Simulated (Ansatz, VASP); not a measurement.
**As in two plane-wave programs**

Wanted: the spread between two codes on one cell, functional and k mesh. The cell is taken from a series of runs on this material, whose earlier steps may have relaxed, scaled, displaced or heated it; both programs get it as it stands.

Main program and level: Ansatz 0.2.0; plane waves, with VASP 6.6.1 beside it; single point at PBE0.

## 1. The starting structure

The cell holds 2 atoms: 2 As. Its edges and angles: a = 3.544 Å, b = 3.544 Å, c = 26.000 Å, α = 90.0°, β = 90.0°, γ = 120.0°. Vacuum lies along c.

## 2. VASP: single point, PBE0

A single point gives forces, pressure and levels at one fixed geometry, so differences don't come from the geometry; what else differs is listed under the comparison.

Lines of VASP's logs that name or quote its potential files are left out, and so is its time.

The run reads the wave functions of an earlier VASP run, which isn't shown here.

INCAR

```
SYSTEM = As
PREC = Accurate
ENCUT = 400
EDIFF = 1E-06
NELM = 100
ISMEAR = 0
SIGMA = 0.01
LREAL = .FALSE.
ALGO = Normal
LHFCALC = .TRUE.
AEXX = 0.25
GGA = PE
LASPH = .TRUE.
NBANDS = 11
PRECFOCK = Fast
LORBIT = 11
LWAVE = .FALSE.
LCHARG = .FALSE.
KPAR = 4
NCORE = 2
ISIF = 2
LDIPOL = .TRUE.
IDIPOL = 3
DIPOL = 0.5 0.5 0.5
LVHAR = .TRUE.
```

POSCAR

```
As
1.0
    3.5443329079      0.0000000000      0.0000000000
   -1.7721664539      3.0694823377      0.0000000000
    0.0000000000      0.0000000000     26.0000000000
As
2
Direct
    0.3333333333      0.6666666667      0.4732851741
    0.6666666667      0.3333333333      0.5267148259
```

KPOINTS

```
Automatic mesh
0
Gamma
6 6 1
0 0 0
```

The projector-augmented-wave data sets are As (PBE family, release 64).

Started as:

```
> mpirun -np 8 vasp_std
```

Numbers of over 12 decimals in the logs are rounded to 6 here.

Output:

```text
[banner, memory and clock lines left out]
running    8 mpi-ranks, on    1 nodes
 distrk:  each k-point on    2 cores,    4 groups
 distr:  one band on    2 cores,    1 groups

 POSCAR found type information on POSCAR As
 POSCAR found :  1 types and       2 ions
 LDA part: xc-table for (Slater+PW92), standard interpolation
 found WAVECAR, reading the header
 POSCAR, INCAR and KPOINTS ok, starting setup
 FFT: planning ... GRIDC
 FFT: planning ... GRID_SOFT
 FFT: planning ... GRID
 reading WAVECAR
 the WAVECAR file was read successfully
 initial charge from wavefunction
 entering main loop
       N       E                     dE             d eps       ncg     rms          rms(c)
DAV:   1    -0.123554655288E+02   -0.12355E+02   -0.69923E-01   172   0.562E+00    0.246E+00
DAV:   2    -0.123613109730E+02   -0.58454E-02   -0.14829E-02   196   0.636E-01    0.163E+00
DAV:   3    -0.123598896629E+02    0.14213E-02   -0.15339E-03   189   0.203E-01    0.953E-01
DAV:   4    -0.123593465551E+02    0.54311E-03   -0.47224E-04   177   0.115E-01    0.529E-01
DAV:   5    -0.123591816324E+02    0.16492E-03   -0.14917E-04   226   0.636E-02    0.294E-01
DAV:   6    -0.123591348076E+02    0.46825E-04   -0.42537E-05   175   0.343E-02    0.164E-01
DAV:   7    -0.123591233267E+02    0.11481E-04   -0.12351E-05   200   0.191E-02    0.916E-02
DAV:   8    -0.123591220148E+02    0.13120E-05   -0.35435E-06   191   0.105E-02    0.512E-02
DAV:   9    -0.123591235434E+02   -0.15287E-05   -0.10753E-06   155   0.608E-03    0.286E-02
DAV:  10    -0.123591252861E+02   -0.17427E-05   -0.39755E-07   183   0.390E-03    0.157E-02
DAV:  11    -0.123591269351E+02   -0.16490E-05   -0.13149E-07   147   0.223E-03    0.875E-03
DAV:  12    -0.123591282723E+02   -0.13372E-05   -0.63139E-08   167   0.156E-03    0.481E-03
DAV:  13    -0.123591292909E+02   -0.10186E-05   -0.30826E-08   139   0.102E-03    0.268E-03
DAV:  14    -0.123591301596E+02   -0.86862E-06   -0.21753E-08   167   0.776E-04
   1 F= -.12359130E+02 E0= -.12359130E+02  d E =-.114311E-16
```

Parts of OUTCAR (step 2):

```text
ion  position               nearest neighbor table
   1  0.333  0.667  0.473-   2 2.47   2 2.47   2 2.47
   2  0.667  0.333  0.527-   1 2.47   1 2.47   1 2.47

  LATTYP: Found a hexagonal cell.
 ALAT       =     3.5443329079
 C/A-ratio  =     7.3356540358

 Subroutine GETGRP returns: Found 12 space group operations
 (whereof 12 operations were pure point group operations)

The static configuration has the point symmetry D_3d.

 Found      7 irreducible k-points:

   k-points           NKPTS =      7   k-points in BZ     NKDIM =     36   number of bands    NBANDS=     11

   dimension x,y,z NGX =    24 NGY =   24 NGZ =  180
   dimension x,y,z NGXF=    48 NGYF=   48 NGZF=  360

   ENCUT  =  400.0 eV  29.40 Ry    5.42 a.u.   5.78  5.78 42.40*2*pi/ulx,y,z

   NELECT =      10.0000    total number of electrons

 k-points in reciprocal lattice and weights: Automatic mesh
   0.00000000  0.00000000  0.00000000       0.028
   0.16666667  0.00000000  0.00000000       0.167
   0.33333333  0.00000000  0.00000000       0.167
   0.50000000  0.00000000  0.00000000       0.083
   0.16666667  0.16666667  0.00000000       0.167
   0.33333333  0.16666667  0.00000000       0.333
   0.33333333  0.33333333  0.00000000       0.056

  exchange ACFDT corr.  =         0.00000000  see jH, gK, PRB 81, 115126

 dipolmoment           0.000000      0.000000      0.000000 electrons x Angstroem

 average (electrostatic) potential at core
       1 -54.0832       2 -54.0832

 E-fermi :  -4.5009

 k-point     1 :       0.0000    0.0000    0.0000
  band No.  band energies     occupation
      1     -19.9066      2.00000
      2     -12.6598      2.00000
      3      -5.4036      2.00000
      4      -4.5565      2.00000
      5      -4.5565      2.00000
      6      -0.9568      0.00000
      7       0.5180      0.00000
      8       0.5180      0.00000
      9       1.3367      0.00000
     10       1.4565      0.00000
    ...

 k-point     2 :       0.1667    0.0000    0.0000
  band No.  band energies     occupation
      1     -19.4801      2.00000
      2     -12.5871      2.00000
      3      -7.1083      2.00000
      4      -5.3301      2.00000
      5      -5.2131      2.00000
      6      -0.8769      0.00000
      7       1.1384      0.00000
      8       1.2589      0.00000
      9       1.8531      0.00000
     10       2.0052      0.00000
    ...

 k-point     3 :       0.3333    0.0000    0.0000
  band No.  band energies     occupation
      1     -18.2647      2.00000
      2     -13.3511      2.00000
      3      -8.8682      2.00000
      4      -6.3679      2.00000
      5      -5.5113      2.00000
      6      -1.7145      0.00000
      7       0.7316      0.00000
      8       1.6940      0.00000
      9       2.9342      0.00000
     10       3.1637      0.00000
    ...

  Total        0.1378120      0.1378120     -0.4026728      0.0000000      0.0000000     -0.0000000
  in kB        0.7805929      0.7805929     -2.2808140      0.0000000      0.0000000     -0.0000000
  external PRESSURE =      -0.2398761 kB  Pullay stress =       0.0000000 kB

  energy-cutoff  :      400.00
  volume of cell :      282.86
      direct lattice vectors                 reciprocal lattice vectors
     3.544332908  0.000000000  0.000000000     0.282140540  0.162893917  0.000000000
    -1.772166454  3.069482338  0.000000000     0.000000000  0.325787833  0.000000000
     0.000000000  0.000000000 26.000000000     0.000000000  0.000000000  0.038461538

 POSITION                                       TOTAL-FORCE (eV/Angst)
 -----------------------------------------------------------------------------------
     -0.00000      2.04632     12.30541         0.000000      0.000000      0.272903
      1.77217      1.02316     13.69459        -0.000000     -0.000000     -0.272903
 -----------------------------------------------------------------------------------
    total drift:                               -0.000000      0.000000      0.000000

  FREE ENERGIE OF THE ION-ELECTRON SYSTEM (eV)
  ---------------------------------------------------
  free  energy   TOTEN  =       -12.3591301596 eV

  energy  without entropy=      -12.3591301596  energy(sigma->0) =      -12.35913016

 vacuum level on the upper side and lower side of the slab         1.493         1.493

 total charge
# of ion       s       p       d       tot
------------------------------------------
    1        1.308   1.411   0.049   2.768
    2        1.308   1.411   0.049   2.768
--------------------------------------------------
tot          2.616   2.823   0.098   5.537

[... 3 further parts left out ...]
```

The k-mesh is coarse for unscreened exact exchange, which converges slowly with it.

## 3. Ansatz: single point, PBE0

Ansatz runs on its PAW soft_1 files.

The same cell, functional and mesh now go to Ansatz, which takes its cutoff from its data sets.

input.yaml

```yaml
crystal:
  lattice:
    - [3.5443329079, 0.0, 0.0]
    - [-1.7721664539, 3.0694823377, 0.0]
    - [0.0, 0.0, 26.0]
  atoms:
    - { symbol: As, position: [0.3333333333, 0.6666666667, 0.4732851741] }
    - { symbol: As, position: [0.6666666667, 0.3333333333, 0.5267148259] }
  periodic: [true, true, false]
kpoints:
  mp_grid: { grid: [6, 6, 1] }
  band_path:
    path:
      - [0.0, 0.0, 0.0]
      - [0.5, 0.0, 0.0]
      - [0.3333333333, 0.3333333333, 0.0]
      - [0.3, 0.0, 0.0]
    npoints: 1
hamiltonian:
  xc: pbe0
  pseudopotentials: { kind: paw, azcp: { folder: soft_1 } }
scf:
  occupations: { method: fixed }
  n_extra_bands: 4
output:
  eigenvalues: true
```

Started as:

```
> ansatz run input.yaml --threads 4 --pin off --max-ram 17510MiB --backend cpu --events-out ev --progress --plain --runs-dir out
```

Output:

```text
scf.n_extra_bands = 4 over 15 filled bands (N_el = 30.0): the run solves 19 bands
Engine: ansatz 0.2.0, aarch64-unknown-linux-gnu
Pseudopotentials: kind: paw
Pseudopotential: As, paw, valence charge 15, recommended cutoff 420 eV (normal), soft_1/As.paw.azcp
Functional definition: PBE0
  parameter a = 0.25
  parameter kappa = 0.804
  parameter beta = 0.066725
  exchange = (1 - a)*pbe_x(kappa = kappa, mu = beta*pi^2/3) + a*exact_x
  correlation = pbe_c(beta = beta)
davidson cushion auto → on  (no smearing: the cushion is to keep the highest requested band from converging to the state above it; pin scf.eigensolver.cushion to override)
Crystal: 2 atoms, lattice volume = 282.861 Å³
Basis set: ecut = 420 eV, 5469 PW (Γ)
Bands: 19, of which v1, the nominal top of the filled ones, is band 15 counted from 1 (14 counted from 0)
Symmetry: 12 space group operations
Space group: P-3m1 (ITA 164), of the structure as read, at distance tolerance 6.6e-5 Å
k-points: 7 of 36
Non-local potential: As, projectors of the file, l = 0: 2, l = 1: 2, l = 2: 3, l = 3: 1
PAW form: soft (Blöchl's): semilocal exchange-correlation on the pseudo side does not see the compensation charge
PAW frozen core: As, regenerated for the run's functional, and the local potential with it (the file was generated under x = pbe(κ = 0.804, μ = 0.219515), c = pbe(β = 0.066725))
PAW one-centre angular grid: As, 590 points (default); XC on 64 Gauss nodes
Initial density: superposition of atomic densities (neutral atoms: chi_scale 0, normalization atom)
Initial wavefunctions: pseudopotential atomic-orbital guess
Functional: x = pbe(κ = 0.804, μ = 0.219515), c = pbe(β = 0.066725), warm-up for x = 0.75 pbe(κ = 0.804, μ = 0.219515) + 0.25 exact, c = pbe(β = 0.066725)
iter 1 solved again at ethr=8.14e-4 eV; its pass at ethr=1.00e-1 eV (dr2=2.44e-1 eV) is discarded
SCF iter   1: F=—  HF=-9712.288512 eV  |F-HF|=—  |Δ(HF+E_count)|=         —  Δρ=1.15e-2  dr2=3.06e-1  ethr=8.14e-4  ⟨swp⟩=10.3  Hψ=876  notcnv=0
preconditioner: auto → none  [insulator: Δε(μ)=1.657 eV  Ē_g=9.755 eV  n_scr=14 (ndim 8)  ℏωp=7.0 eV  f_vac=0.782]
SCF iter   2: F=—  HF=-9712.243653 eV  |F-HF|=—  |Δ(HF+E_count)|=   4.49e-2  Δρ=5.43e-3  dr2=5.39e-2  ethr=8.14e-4  ⟨swp⟩=3.4  Hψ=328  notcnv=0
iter 3 solved again at ethr=5.57e-6 eV; its pass at ethr=1.80e-4 eV (dr2=1.67e-3 eV) is discarded
SCF iter   3: F=—  HF=-9712.241669 eV  |F-HF|=—  |Δ(HF+E_count)|=   1.98e-3  Δρ=9.99e-4  dr2=2.51e-3  ethr=5.57e-6  ⟨swp⟩=4.6  Hψ=848  notcnv=0
eigensolver tolerance schedule calibrated: the retry pair's looser diagonalisation under-reported the residual by θ = 0.33 (0.22/decade); ethr = c·dr2/N_el runs at the constant in force after the calibration composes with the one it found (an armed cap, an earlier calibration), c = 2.1e-2
SCF iter   4: F=-9712.240809 eV  HF=-9712.240801 eV  |F-HF|=8.12e-6  |Δ(HF+E_count)|=   8.68e-4  Δρ=3.63e-4  dr2=1.19e-4  ethr=1.71e-6  ⟨swp⟩=4.6  Hψ=489  notcnv=0  defer=1
SCF 1 stopped early in 4 iterations: F = -9712.240809 eV  dr2 = 1.19e-4
  greatest PAW one-centre occupation: 0.999 electrons in one spin orbital (limit 2), on the As atom at site 1 (counted from 0), in its partial waves of l = 2
Initial density: handed on by an earlier stage of this run
Initial wavefunctions: those handed on with the density
Functional: x = 0.75 pbe(κ = 0.804, μ = 0.219515) + 0.25 exact, c = pbe(β = 0.066725)
Frozen-core exchange: fock
SCF iter   1: F=—  HF=-9714.420900 eV  |F-HF|=—  |Δ(HF+E_count)|=         —  Δρ=2.47e-3  dr2=6.64e-3  ethr=3.96e-6  ⟨swp⟩=12.7  Hψ=715  notcnv=0
preconditioner: auto → none  [insulator: Δε(μ)=2.732 eV  Ē_g=11.512 eV  n_scr=14 (ndim 8)  ℏωp=7.0 eV  f_vac=0.790]
SCF iter   2: F=—  HF=-9714.409888 eV  |F-HF|=—  |Δ(HF+E_count)|=   1.10e-2  Δρ=1.05e-3  dr2=1.77e-3  ethr=3.96e-6  ⟨swp⟩=4.0  Hψ=508  notcnv=0
SCF iter   3: F=—  HF=-9714.409578 eV  |F-HF|=—  |Δ(HF+E_count)|=   3.10e-4  Δρ=3.37e-4  dr2=1.29e-3  ethr=7.98e-7  ⟨swp⟩=3.4  Hψ=431  notcnv=0
SCF iter   4: F=—  HF=-9714.419282 eV  |F-HF|=—  |Δ(HF+E_count)|=   9.70e-3  Δρ=3.37e-4  dr2=2.03e-4  ethr=7.41e-8  ⟨swp⟩=6.3  Hψ=601  notcnv=0  defer=3
SCF iter   5: F=—  HF=-9714.419178 eV  |F-HF|=—  |Δ(HF+E_count)|=   1.04e-4  Δρ=3.27e-5  dr2=4.55e-5  ethr=7.41e-8  ⟨swp⟩=4.1  Hψ=512  notcnv=0
SCF iter   6: F=-9714.419421 eV  HF=-9714.419425 eV  |F-HF|=4.24e-6  |Δ(HF+E_count)|=   2.48e-4  Δρ=6.01e-5  dr2=9.89e-6  ethr=1.03e-9  ⟨swp⟩=6.1  Hψ=618  notcnv=0  defer=7
SCF 2 stopped early in 6 iterations: F = -9714.419421 eV  dr2 = 9.89e-6
hybrid outer 1: dexx = +1.219e-2 eV, tail = 1.26e-4 eV
Frozen-core exchange: fock
SCF iter   1: F=—  HF=-9714.420014 eV  |F-HF|=—  |Δ(HF+E_count)|=         —  Δρ=3.84e-5  dr2=2.39e-6  ethr=2.10e-6  ⟨swp⟩=2.4  Hψ=298  notcnv=0
preconditioner: auto → none  [insulator: Δε(μ)=2.799 eV  Ē_g=11.545 eV  n_scr=14 (ndim 8)  ℏωp=7.0 eV  f_vac=0.790]
SCF iter   2: F=—  HF=-9714.420016 eV  |F-HF|=—  |Δ(HF+E_count)|=   2.46e-6  Δρ=1.11e-5  dr2=5.83e-7  ethr=6.91e-9  ⟨swp⟩=4.6  Hψ=558  notcnv=0  defer=2
SCF iter   3: F=-9714.420017 eV  HF=-9714.420017 eV  |F-HF|=1.32e-8  |Δ(HF+E_count)|=   1.36e-6  Δρ=4.67e-6  dr2=5.14e-8  ethr=7.76e-10  ⟨swp⟩=4.3  Hψ=444  notcnv=0  defer=2
SCF 3 converged in 3 iterations: F = -9714.420017 eV  dr2 = 5.14e-8
hybrid outer 2: dexx = +2.121e-6 eV, tail = 1.72e-7 eV, Δε = 5.23e-3 eV (about 3.65e-4 eV left of the loop's levels)
NSCF: frozen V_eff on 4 k-points
hybrid SCF converged: 2 outer / 9 inner (+4 warm-up), last move |dexx| = 2.12e-6 eV, tail = 1.72e-7 eV
Stability not checked: this state was not tested for a lower state beside it, because the functional holds exact exchange (a hybrid, or Hartree-Fock), whose exchange loop this test does not read (fock_operator; see scf.lower_state_search)
Free energy (F): -9714.420018 eV
Frozen-core exchange: fock
Harris-Foulkes:  -9714.420018 eV  (|F-HF|=1.32e-8)
Internal energy: -9714.420018 eV  (E = F + TS)
E sigma→0 (E₀):  -9714.420018 eV
Fermi energy:    -6.001324 eV
--- Per-component energies (eV) ---
  E_band       = -1015.738744
  E_kinetic    = 191.663857
  E_local      = -45414.909414  (includes V_loc(G=0)·N_el)
  E_nonlocal   = -788.262236
  E_hartree    = 22732.220413
  E_xc         = -107.974679
  E_vxc        = -112.936159  (∫ρ·V_xc dr)
  E_exx        = -134.499215  (= α·E_x^exact, valence–valence)
  E_paw        = -3923.399715  (= ΣΔE_a)
  E_vpaw       = -86.741978  (= ΣTr[D̂ρ^β])
  E_aug_tail   = -0.000014  (compensation charges beyond the density's cutoff)
  E_ewald      = 17732.317884
  E_core_change = -1.576899  (= ΣΔE_core)
  E_smearing   = -0.000000  (= −TS)
  E_closure    = -0.000000  (closes the sum)
  Σ components = -9714.420018   (vs F -9714.420018, Δ=1.82e-12)
--- Band table (eV; the first three rows and the last of 7) ---
  k-point 0: bands = [... 11 lower, -14.1449, -6.9043, -6.0013, -6.0013, -2.4147, -0.9526, -0.9526, -0.1902]
  k-point 1: bands = [... 11 lower, -14.0659, -8.5711, -6.7809, -6.7095, -2.3573, -0.3487, -0.2091, 0.3521]
  k-point 2: bands = [... 11 lower, -14.8071, -10.3596, -7.8268, -7.0036, -3.2015, -0.7476, 0.2217, 1.4069]
  k-point 6: bands = [... 11 lower, -17.1726, -11.1833, -8.4257, -8.4257, -2.8727, 0.1379, 0.1379, 3.4572]
  the weakly bound empty levels are not read free of the cell's end (exact_exchange)
```

The column dr2 measures how far the density is from self-consistency, as an energy; F and HF (Harris–Foulkes) agree once it is small.

## 4. Side by side

Known differences besides the potentials themselves: exact exchange at q = 0 is treated differently, which shows on coarse meshes; VASP keeps PBE cores, Ansatz makes them for the functional; fixed occupations in Ansatz, narrow Gaussian smearing in VASP; Ansatz cuts the interaction across the vacuum, VASP repeats the sheet with a dipole correction; the data sets hold 30 valence electrons in Ansatz (on its PAW soft_1 files) and 10 in VASP; the cutoff is 420 eV in Ansatz and 400 eV in VASP; VASP takes a coarser grid for exact exchange (PRECFOCK = Fast). Total energies have different zeros and are not compared.

Compared:

```
              quantity  Ansatz   VASP  difference
gap on the k mesh (eV)   2.800  2.842      -0.042
```

A gap on the mesh is an upper bound, since the band edges may lie between its points. With vacuum in the cell, a pressure given here is an average over mostly empty space and none of the material.

## 5. Summary of results

```
difference in gap on the k mesh (single point, PBE0) : -0.042 eV
```

The difference in gap on the k mesh is -0.042 eV (single point, PBE0), within the 0.08 eV picked in this series as the mark of a large difference. The data sets hold unlike numbers of valence electrons (30 in Ansatz and 10 in VASP), so part of the differences comes from the potentials. How closely two codes agree says nothing of how well the functional describes the real material.

[Lines on the potential files, build, host, timing and source positions are cut from VASP's logs without a mark.]

[Logs are printed without paths, hosts, clocks, repeated set-up lines and the standing remarks that a program may print on its own settings, such as how far it seeks lower states.]

[Hosts, paths, dates, database ids (printed as entryN), source tags and the programs' standing remarks are cut or masked in the printed files.]
